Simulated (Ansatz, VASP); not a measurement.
# SiO2: VASP beside Ansatz

Aim: how closely do two programs agree when they are given the same cell, functional and k mesh? The cell is taken from a series of runs on this material, whose earlier steps may have relaxed, scaled, displaced or heated it; both programs get it as it stands.

Calculated with Ansatz 0.2.0; plane waves, with VASP 6.6.1 beside it; dielectric response at LDA.

### Step 1. Starting point

Symmetry: I-42d, No. 122, tetragonal system. Conventional cell: a = 4.748 Å, b = 4.748 Å, c = 7.488 Å, α = 90.00°, β = 90.00°, γ = 90.00°. Si has 4 O at 1.62 Å nearest. O has 2 Si at 1.62 Å nearest. Farther neighbours and most contacts between anions are not listed.

As a file:

```cif
data_structure
_symmetry_space_group_name_H-M 'P 1'
_symmetry_Int_Tables_number 1
_cell_length_a 5.0289
_cell_length_b 5.0289
_cell_length_c 5.0289
_cell_angle_alpha 123.661
_cell_angle_beta 123.661
_cell_angle_gamma 83.768
_cell_volume 84.41
loop_
_atom_site_label
_atom_site_type_symbol
_atom_site_fract_x
_atom_site_fract_y
_atom_site_fract_z
_atom_site_occupancy
Si1 Si 0.00000 0.00000 0.00000 1
Si2 Si 0.75000 0.25000 0.50000 1
O3 O 0.99838 0.62500 0.87338 1
O4 O 0.37500 0.24838 0.37338 1
O5 O 0.75162 0.12500 0.12662 1
O6 O 0.87500 0.00162 0.62662 1
```

### Step 2. Ansatz: dielectric response, LDA

Ansatz runs on its PAW soft_1 files.

The response to a field tests empty states and converges slowly with the mesh.

File input.yaml:

```yaml
crystal:
  lattice:
    - [-2.37405, 2.37405, 3.744]
    - [2.37405, -2.37405, 3.744]
    - [2.37405, 2.37405, -3.744]
  atoms:
    - { symbol: Si, position: [0.0, 0.0, 0.0] }
    - { symbol: Si, position: [0.75, 0.25, 0.5] }
    - { symbol: O, position: [0.99838, 0.625, 0.87338] }
    - { symbol: O, position: [0.375, 0.24838, 0.37338] }
    - { symbol: O, position: [0.75162, 0.125, 0.12662] }
    - { symbol: O, position: [0.875, 0.00162, 0.62662] }
kpoints:
  mp_grid: { grid: [6, 6, 6] }
hamiltonian:
  xc: lda
  pseudopotentials: { kind: paw, azcp: { folder: soft_1 }, xc_functional: pbe }
scf:
  occupations: { method: fixed }
dielectric: {}
```

Run with:

```
$ ansatz run input.yaml --threads 3 --pin off --max-ram 92160MiB --backend cuda --events-out ev --progress --plain --runs-dir out --devices 1 --max-vram 13GiB
```

Numbers of over 12 decimals in the logs are rounded to 6 here.

The log of the run:

```text
GPUs: using 1 of 1 available (devices: 1).
Engine: ansatz 0.2.0, x86_64-unknown-linux-gnu
Pseudopotentials: kind: paw
Pseudopotential: Si, paw, valence charge 4, recommended cutoff 420 eV (normal), soft_1/Si.paw.azcp
Pseudopotential: O, paw, valence charge 6, recommended cutoff 420 eV (normal), soft_1/O.paw.azcp
Functional definition: SPW92
  exchange = slater_x
  correlation = pw_c
device memory: the entry about to start is reckoned to put 2.7 GiB on a device that reports 54.5 GiB free (of which the cap on the GPU budget leaves the run 13.0 GiB)
GPU FFT provider: cuFFT
GPU libraries: cuBLAS 13.8.2, cuFFT 12.4.0, cuSOLVER 12.3.4
Crystal: 6 atoms, lattice volume = 84.406 Å³
Basis set: ecut = 420 eV, 1637 PW (Γ), exchange–correlation on 72×72×72 points (8 copies of the dense FFT grid, shifted against one another)
Bands: 22, of which v1, the nominal top of the filled ones, is band 16 counted from 1 (15 counted from 0)
Symmetry: 8 space group operations
k-points: 112 of 216 (irreducible under 1 space group operation, time reversal used)
Non-local potential: Si, projectors of the file, l = 0: 2, l = 1: 2, l = 2: 1
Non-local potential: O, projectors of the file, l = 0: 2, l = 1: 2, l = 2: 1
PAW form: soft (Blöchl's): semilocal exchange-correlation on the pseudo side does not see the compensation charge
PAW frozen core: Si, regenerated for the run's functional, and the local potential with it (the file was generated under x = pbe(κ = 0.804, μ = 0.219515), c = pbe(β = 0.066725))
PAW frozen core: O, regenerated for the run's functional, and the local potential with it (the file was generated under x = pbe(κ = 0.804, μ = 0.219515), c = pbe(β = 0.066725))
PAW one-centre angular grid: Si, 110 points (default); XC on 64 Gauss nodes
PAW one-centre angular grid: O, 110 points (default); XC on 64 Gauss nodes
Initial density: superposition of atomic densities (chi_scale 0.1, normalization cell, long waves kept (reshape's long-wave potential 0.00 eV rms))
Initial wavefunctions: pseudopotential atomic-orbital guess
GPU buffer pool allocated for 46656 grid points (all kernels)
GPU transforms: local potential and band sums: pruned to the plane-wave sphere, on 36×36×36
Functional: x = slater, c = lda
SCF iter   1: F=—  HF=-3448.427705 eV  |F-HF|=—  |Δ(HF+E_count)|=         —  Δρ=1.17e-1  dr2=1.03e1  ethr=3.10e-3  ⟨swp⟩=5.0  Hψ=12338  notcnv=0  defer=345
preconditioner: auto → none  [insulator: Δε(μ)=7.286 eV  Ē_g=17.694 eV  n_scr=14 (ndim 8)  ℏωp=22.9 eV  f_vac=0.102  ε∞_Penn≈2.7]
SCF iter   2: F=—  HF=-3445.780741 eV  |F-HF|=—  |Δ(HF+E_count)|=    2.65e0  Δρ=6.34e-2  dr2=1.50e0  ethr=3.10e-3  ⟨swp⟩=4.0  Hψ=7307  notcnv=0  defer=300
SCF iter   3: F=—  HF=-3445.360491 eV  |F-HF|=—  |Δ(HF+E_count)|=   4.20e-1  Δρ=1.87e-2  dr2=1.34e-1  ethr=3.10e-3  ⟨swp⟩=2.0  Hψ=5023  notcnv=0  defer=272
SCF iter   4: F=—  HF=-3445.348411 eV  |F-HF|=—  |Δ(HF+E_count)|=   1.21e-2  Δρ=1.31e-3  dr2=6.04e-4  ethr=4.18e-4  ⟨swp⟩=2.5  Hψ=3922  notcnv=0  defer=446
SCF iter   5: F=—  HF=-3445.348683 eV  |F-HF|=—  |Δ(HF+E_count)|=   2.73e-4  Δρ=2.37e-4  dr2=1.30e-5  ethr=1.89e-6  ⟨swp⟩=2.1  Hψ=4013  notcnv=0  defer=446
SCF iter   6: F=—  HF=-3445.348683 eV  |F-HF|=—  |Δ(HF+E_count)|=   2.19e-7  Δρ=2.65e-5  dr2=4.07e-7  ethr=4.05e-8  ⟨swp⟩=2.7  Hψ=4236  notcnv=0  defer=303
SCF iter   7: F=—  HF=-3445.348802 eV  |F-HF|=—  |Δ(HF+E_count)|=   1.19e-4  Δρ=1.91e-6  dr2=9.95e-10  ethr=1.27e-9  ⟨swp⟩=2.7  Hψ=4640  notcnv=0  defer=231
SCF iter   8: F=-3445.348802 eV  HF=-3445.348802 eV  |F-HF|=7.28e-12  |Δ(HF+E_count)|=  8.51e-10  Δρ=2.02e-7  dr2=1.52e-11  ethr=1.00e-12  ⟨swp⟩=12.3  Hψ=13291  notcnv=0
SCF 1 converged in 8 iterations: F = -3445.348802 eV  dr2 = 1.52e-11
  greatest PAW one-centre occupation: 0.856 electrons in one spin orbital (limit 2), on the O atom at site 5 (counted from 0), in its partial waves of l = 0
the response reads at least the filled bands of the reference SCF and the lowest empty band at each k-point, and that SCF's band table does not vouch for those bands. The notice of the band table in this run's record says why
device memory: the entry about to start is reckoned to put 0.4 GiB on a device that reports 55.2 GiB free (of which the cap on the GPU budget leaves the run 12.9 GiB)
NSCF: frozen V_eff on 1 k-points
device memory: the entry about to start is reckoned to put 0.4 GiB on a device that reports 55.8 GiB free (of which the cap on the GPU budget leaves the run 12.9 GiB)
NSCF: frozen V_eff on 1 k-points
device memory: the entry about to start is reckoned to put 0.4 GiB on a device that reports 57.9 GiB free (of which the cap on the GPU budget leaves the run 12.9 GiB)
NSCF: frozen V_eff on 1 k-points
device memory: the entry about to start is reckoned to put 0.4 GiB on a device that reports 57.9 GiB free (of which the cap on the GPU budget leaves the run 12.9 GiB)
NSCF: frozen V_eff on 1 k-points
device memory: the entry about to start is reckoned to put 0.1 GiB (of the 0.1 GiB reckoned in all, the device holds 0.1 GiB already) on a device that reports 57.9 GiB free (of which the cap on the GPU budget leaves the run 12.9 GiB)
device memory: the entry about to start is reckoned to put 1.3 GiB (of the 1.4 GiB reckoned in all, the device holds 0.1 GiB already) on a device that reports 57.8 GiB free (of which the cap on the GPU budget leaves the run 12.9 GiB)
DFPT response loops at Γ: preconditioner auto → none (the input reference at scf.mixing.eps_inf says where Resta's filter doesn't serve); β = 0.50; Broyden in place of MSR1
SCF converged after 8 iterations
Free energy (F): -3445.348802 eV
Harris-Foulkes:  -3445.348802 eV  (|F-HF|=7.28e-12)
Internal energy: -3445.348802 eV  (E = F + TS)
E sigma→0 (E₀):  -3445.348802 eV
Fermi energy:    0.804106 eV
--- Per-component energies (eV) ---
  E_band       = -181.126491
  E_kinetic    = 771.675498
  E_local      = -2183.366040  (includes V_loc(G=0)·N_el)
  E_nonlocal   = 263.900254
  E_hartree    = 807.171524
  E_xc         = -394.813840
  E_vxc        = -459.938430  (∫ρ·V_xc dr)
  E_paw        = -1581.775695  (= ΣΔE_a)
  E_vpaw       = -187.744284  (= ΣTr[D̂ρ^β])
  E_aug_tail   = 0.003432  (compensation charges beyond the density's cutoff)
  E_ewald      = -1128.700283
  E_core_change = 0.556347  (= ΣΔE_core)
  E_smearing   = -0.000000  (= −TS)
  E_closure    = -0.000000  (closes the sum)
  Σ components = -3445.348802   (vs F -3445.348802, Δ=0.00e0)
--- Band table (eV; the first three rows and the last of 112) ---
  k-point 0: bands = [... 12 lower, -0.5178, -0.2293, 0.8041, 0.8041, 6.6258, 9.2615, 11.8999, 11.8999, ... 2 higher]
  k-point 1: bands = [... 12 lower, -0.5316, -0.0641, 0.7542, 0.7589, 7.2631, 9.6885, 11.0781, 11.6682, ... 2 higher]
  k-point 2: bands = [... 12 lower, -0.3270, 0.1475, 0.6402, 0.6550, 8.6935, 10.5691, 10.5779, 10.9647, ... 2 higher]
  k-point 111: bands = [... 12 lower, -0.6973, -0.6973, 0.7012, 0.7012, 9.5984, 9.5984, 10.2797, 10.2797, ... 2 higher]
--- Dielectric response (ions clamped): 2 representative field directions + reference, on 112 of 216 k-points (Σ response iterations 15) ---
  k mesh reduced under 1 symmetry operation, with k and −k counted as one. Each operation leaves every solved perturbation unchanged. A smaller set is not considered because the run solves the response to a homogeneous field
  ε∞ (high-frequency dielectric tensor):
        2.323167     0.000000     0.000000
       -0.000000     2.323167    -0.000000
        0.000000    -0.000000     2.383238
  Born effective charges Z* (e; rows j = field, columns β = displacement):
    site 0:
         3.20961   -0.41492   -0.00000
         0.41492    3.20961    0.00000
         0.00000    0.00000    3.44272
    site 1:
         3.20961    0.41492    0.00000
        -0.41492    3.20961    0.00000
         0.00000    0.00000    3.44272
    site 2:
        -2.12856    0.00000   -0.89039
         0.00000   -1.08105    0.00000
        -0.84287    0.00000   -1.72136
    site 3:
        -1.08105   -0.00000    0.00000
         0.00000   -2.12856   -0.89039
         0.00000   -0.84287   -1.72136
    site 4:
        -2.12856   -0.00000    0.89039
        -0.00000   -1.08105    0.00000
         0.84287    0.00000   -1.72136
    site 5:
        -1.08105    0.00000    0.00000
         0.00000   -2.12856    0.89039
         0.00000    0.84287   -1.72136
  Z* charge neutrality: 3.097e-5 e pre-enforcement
  k-mesh period / interband length: 30.2 Å / 1.04 Å = 29.10 at k = (0.0000, 0.0000, 0.0000), direct gap 5.822 eV — 14 or more, which is no proof of convergence
```

The column dr2 measures how far the density is from self-consistency, as an energy; F and HF (Harris–Foulkes) agree once it is small.

[end of part 1 of 2]

[Lines on the potential files, build, host, timing and source positions are cut from VASP's logs without a mark.]

[Logs are printed without paths, hosts, clocks, repeated set-up lines and the standing remarks that a program may print on its own settings, such as how far it seeks lower states.]

[Hosts, paths, dates, database ids (printed as entryN), source tags and the programs' standing remarks are cut or masked in the printed files.]
